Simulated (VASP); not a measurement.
Computed with optB86b-vdW, VASP's PBE PAW potentials (set 64) (plane waves; VASP).

Input for VASP

### INCAR
```
EDIFF=1E-7
ICHARG=11   ! fixed density
SYSTEM=BaTiO3
AGGAC=0.0
LASPH=.TRUE.   ! aspherical one-centre terms
LORBIT=11
ISMEAR=0
LWAVE=.FALSE.
LMAXMIX=4
ENCUT=520   ! plane-wave cut-off (eV)
PARAM2=1.0
GGA=MK
ALGO=Normal   ! blocked Davidson
PREC=Accurate
PARAM1=0.1234
LUSE_VDW=.TRUE.
NELM=100
LCHARG=.FALSE.
LREAL=.FALSE.
SIGMA=0.05
```

### POSCAR
```
BaTiO3
1.0
  4.0069707061   0.0000000000   0.0000000000
  0.0000000000   4.0069707061   0.0000000000
  0.0000000000   0.0000000000   4.0069707061
Ba Ti O
1 1 3
direct
  0.0000000000   0.0000000000   0.0000000000
  0.5000000000   0.5000000000   0.5000000000
  0.5000000000   0.0000000000   0.5000000000
  0.0000000000   0.5000000000   0.5000000000
  0.5000000000   0.5000000000   0.0000000000
```

### KPOINTS
```
k-points along high-symmetry lines
15
Line-mode
Reciprocal
  0.000000   0.000000   0.000000 ! GAMMA
  0.000000   0.500000   0.000000 ! X

  0.000000   0.500000   0.000000 ! X
  0.500000   0.500000   0.000000 ! M

  0.500000   0.500000   0.000000 ! M
  0.000000   0.000000   0.000000 ! GAMMA

  0.000000   0.000000   0.000000 ! GAMMA
  0.500000   0.500000   0.500000 ! R

  0.500000   0.500000   0.500000 ! R
  0.000000   0.500000   0.000000 ! X

  0.500000   0.500000   0.500000 ! R
  0.500000   0.500000   0.000000 ! M
```

POTCAR, in this order: Ba_sv Ti_sv O (PBE.64 set). Program: vasp_std. Read from the step before: CHGCAR.

Output of the run:

File OSZICAR:
```
       N       E                     dE             d eps       ncg     rms          rms(c)
DAV:   1     0.431164011901E+03    0.43116E+03   -0.21953E+04  4320   0.183E+03
DAV:   2     0.188080873538E+02   -0.41236E+03   -0.40459E+03  4968   0.483E+02
DAV:   3    -0.276641824087E+02   -0.46472E+02   -0.44913E+02  7216   0.141E+02
DAV:   4    -0.296152299532E+02   -0.19510E+01   -0.19500E+01  5312   0.273E+01
DAV:   5    -0.297108664215E+02   -0.95636E-01   -0.95635E-01  6200   0.441E+00
DAV:   6    -0.297117974470E+02   -0.93103E-03   -0.93102E-03  5464   0.486E-01
DAV:   7    -0.297118154660E+02   -0.18019E-04   -0.18019E-04  6296   0.627E-02
DAV:   8    -0.297118157534E+02   -0.28733E-06   -0.28734E-06  5504   0.660E-03
DAV:   9    -0.297118157601E+02   -0.67193E-08   -0.67012E-08  3976   0.899E-04
   1 F= -.29711816E+02 E0= -.29711816E+02  d E =-.689579E-13
```

### OUTCAR
```
 val. band max:        3.6858492746   @ k =   0.5000   0.5000   0.5000

 cond. band min:       5.4176934468   @ k =   0.0000   0.0000   0.0000



 k-point     1 :       0.0000    0.0000    0.0000
  band No.  band energies     occupation
      1     -52.7989      2.00000
      2     -29.1185      2.00000
      3     -29.1185      2.00000
      4     -29.1185      2.00000
      5     -21.1017      2.00000
      6     -13.1041      2.00000
      7     -12.4245      2.00000
      8     -12.4245      2.00000
      9      -6.2626      2.00000
     10      -6.2626      2.00000
     11      -6.2626      2.00000
     12       1.3945      2.00000
     13       1.3945      2.00000
     14       1.3945      2.00000
     15       2.5976      2.00000
     16       2.5976      2.00000
     17       2.5976      2.00000
     18       3.5409      2.00000
     19       3.5409      2.00000
     20       3.5409      2.00000
     21       5.4177      0.00000
     22       5.4177      0.00000
     23       5.4177      0.00000
     24       7.5599      0.00000

 k-point     2 :       0.0000    0.0357    0.0000
  band No.  band energies     occupation
      1     -52.7989      2.00000
      2     -29.1192      2.00000
      3     -29.1185      2.00000
      4     -29.1185      2.00000
      5     -21.1003      2.00000
      6     -13.1042      2.00000
      7     -12.4243      2.00000
      8     -12.4241      2.00000
      9      -6.2606      2.00000
     10      -6.2606      2.00000
     11      -6.2572      2.00000
     12       1.3726      2.00000
     13       1.3912      2.00000
     14       1.3912      2.00000
     15       2.5810      2.00000
     16       2.5810      2.00000
     17       2.5851      2.00000
     18       3.5036      2.00000
     19       3.5299      2.00000
     20       3.5299      2.00000
     21       5.4195      0.00000
     22       5.4469      0.00000
     23       5.4469      0.00000
     24       7.5600      0.00000

...
```

The density is held fixed in this step, so its total energy and stress have no physical meaning. Unless said otherwise, spin-orbit coupling is left out, though it shifts the bands of the heavy elements here.

The compound is BaTiO3 in the cubic perovskite structure, the ideal cubic form; the compound distorts at low or room temperature. It was relaxed first.
